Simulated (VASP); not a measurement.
A VASP calculation is set up with these files.

POSCAR:
```
ZnSe
1
    0.0000000000     2.8906023516     2.8906023516
    2.8906023516     0.0000000000     2.8906023516
    2.8906023516     2.8906023516     0.0000000000
Zn Se
1 1
Direct
  0.0000000000   0.0000000000   0.0000000000
  0.2500000000   0.2500000000   0.2500000000
```

File KPOINTS:
```
Automatic mesh
0
gamma
  8 8 8
```

**INCAR**
```
ALGO=Normal
EDIFF=1E-7
ENCUT=520
ISIF=2
ISMEAR=0
LASPH=.TRUE.
LCHARG=.FALSE.
LMAXMIX=4
LMIXTAU=.TRUE.
LREAL=.FALSE.
LWAVE=.FALSE.
METAGGA=R2SCAN
NELM=100
PREC=Accurate
SIGMA=0.05
SYSTEM=ZnSe
```

POTCAR, in this order: Zn Se (PBE.64 set). Program: vasp_std.

Task: Translate this r2SCAN calculation to Ansatz.

Result: One equivalent input (not run):
Ansatz 0.2 input:
```yaml
crystal:
  lattice:
    - [0.0000000, 2.8906024, 2.8906024]
    - [2.8906024, 0.0000000, 2.8906024]
    - [2.8906024, 2.8906024, 0.0000000]
  atoms:
    - { symbol: Zn, position: [0.0000000, 0.0000000, 0.0000000] }
    - { symbol: Se, position: [0.2500000, 0.2500000, 0.2500000] }
kpoints:
  mp_grid: { grid: [8, 8, 8] }
hamiltonian:
  xc: r2scan
  pseudopotentials: { kind: paw }
scf:
  occupations: { method: gaussian, width: 0.05 }
  max_iter: 100
output: { forces: true, stress: true, eigenvalues: true }
```
What does not carry over: each code has its own PAW files, so the cut-off isn't converted (ENCUT is set for VASP's; basis.ecutwfc is left out, and Ansatz then takes the one that its files recommend); Ansatz stops its SCF on the density residual and VASP on the energy change (EDIFF).

The compound is ZnSe in the zinc blende structure. This cell is one point of a volume scan, at 1.06 of the reference volume.
